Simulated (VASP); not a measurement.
Output of a VASP run:

**OSZICAR**
```
       N       E                     dE             d eps       ncg     rms          rms(c)
DAV:   1     0.200100238741E+03    0.20010E+03   -0.15936E+04  1010   0.155E+03
DAV:   2    -0.399760291491E+01   -0.20410E+03   -0.20047E+03  1109   0.378E+02
DAV:   3    -0.126157777181E+02   -0.86182E+01   -0.86005E+01  1065   0.889E+01
DAV:   4    -0.126575708424E+02   -0.41793E-01   -0.41789E-01  1125   0.618E+00
DAV:   5    -0.126577278816E+02   -0.15704E-03   -0.15704E-03  1101   0.327E-01    0.100E+01
DAV:   6    -0.108750953751E+02    0.17826E+01   -0.53997E+00  1271   0.452E+01    0.721E+00
DAV:   7    -0.109164199985E+02   -0.41325E-01   -0.88642E-01   989   0.992E+00    0.416E+00
DAV:   8    -0.109077543175E+02    0.86657E-02   -0.16788E-01  1055   0.411E+00    0.751E-01
DAV:   9    -0.108983217466E+02    0.94326E-02   -0.42475E-02  1201   0.250E+00    0.973E-02
DAV:  10    -0.108988691871E+02   -0.54744E-03   -0.31910E-03   999   0.734E-01    0.121E-01
DAV:  11    -0.108989559337E+02   -0.86747E-04   -0.18062E-04  1122   0.172E-01    0.471E-02
DAV:  12    -0.108989888211E+02   -0.32887E-04   -0.86428E-05   986   0.856E-02    0.163E-02
DAV:  13    -0.108989906718E+02   -0.18506E-05   -0.50209E-06  1125   0.206E-02    0.611E-03
DAV:  14    -0.108989906009E+02    0.70830E-07   -0.14481E-06   995   0.190E-02    0.157E-03
DAV:  15    -0.108989906564E+02   -0.55449E-07   -0.81705E-08   859   0.421E-03
   1 F= -.11410307E+02 E0= -.11410307E+02  d E =0.000000E+00
```

File OUTCAR:
```
------------------------ aborting loop because EDIFF is reached ----------------------------------------
  Edisp (eV):   -0.51132
  FORCE on cell =-STRESS in cart. coord.  units (eV):
  Direction    XX          YY          ZZ          XY          YZ          ZX
  --------------------------------------------------------------------------------------
  Total       0.04016     0.04016     0.04016     0.00000     0.00000     0.00000
  in kB       1.58701     1.58701     1.58701     0.00000     0.00000     0.00000
  external pressure =        1.59 kB  Pullay stress =        0.00 kB
  volume of cell :       40.55
      direct lattice vectors                 reciprocal lattice vectors
     0.000000000  2.726732697  2.726732697    -0.183369643  0.183369643  0.183369643
     2.726732697  0.000000000  2.726732697     0.183369643 -0.183369643  0.183369643
     2.726732697  2.726732697  0.000000000     0.183369643  0.183369643 -0.183369643
 POSITION                                       TOTAL-FORCE (eV/Angst)
 -----------------------------------------------------------------------------------
      0.00000      0.00000      0.00000        -0.000000      0.000000     -0.000000
      1.36337      1.36337      1.36337        -0.000000      0.000000      0.000000
      4.09010      4.09010      4.09010         0.000000     -0.000000     -0.000000
 -----------------------------------------------------------------------------------
    total drift:                                0.000000     -0.000000      0.000000
  FREE ENERGIE OF THE ION-ELECTRON SYSTEM (eV)
  ---------------------------------------------------
  free  energy   TOTEN  =       -11.4103066318 eV

  energy  without entropy=      -11.4103066318  energy(sigma->0) =      -11.41030663

 total charge

# of ion       s       p       d       tot
------------------------------------------
    1        0.225   0.183   9.682  10.090
    2        1.739   4.334   0.000   6.073
    3        1.739   4.334   0.000   6.073
--------------------------------------------------
tot          3.704   8.851   9.682  22.237

 Electric field gradients after diagonalization (V/A^2)
 (convention: |V_zz| > |V_xx| > |V_yy|)
----------------------------------------------------------------------
 ion       V_xx      V_yy      V_zz     asymmetry (V_yy - V_xx)/ V_zz
----------------------------------------------------------------------
   1      -0.002    -0.002     0.004       0.000
   2       0.002     0.002    -0.004       0.000
   3       0.002     0.002    -0.004       0.000
```
(Selected blocks of OUTCAR.)

### POSCAR
```
CdF2
1
    0.0000000000     2.7267326969     2.7267326969
    2.7267326969     0.0000000000     2.7267326969
    2.7267326969     2.7267326969     0.0000000000
Cd F
1 2
Direct
  0.0000000000   0.0000000000   0.0000000000
  0.2500000000   0.2500000000   0.2500000000
  0.7500000000   0.7500000000   0.7500000000
```

**Question.** Write an INCAR and KPOINTS that could have produced this output.

**Answer.** One answer among several that fit: the input of the run itself, PBE GGA with D4 dispersion, plane waves, VASP's PBE PAW potentials (set 64).

### KPOINTS
```
Automatic mesh
0
Gamma
8 8 8
0 0 0
```

### INCAR
```
ALGO  =  Normal
EDIFF  =  1E-7
ENCUT  =  520
GGA  =  PE
ISIF  =  2
ISMEAR  =  -5
IVDW  =  13
LASPH  =  .True.
LCHARG  =  .True.
LEFG  =  .True.
LMAXMIX  =  4
LORBIT  =  11
LREAL  =  .False.
LWAVE  =  .False.
NEDOS  =  601
NELM  =  100
PREC  =  Accurate
SYSTEM  =  CdF2
```

POTCAR, in this order: Cd F (PBE.64 set). Program: vasp_std.

The compound is CdF2 in the fluorite structure. It was relaxed first.
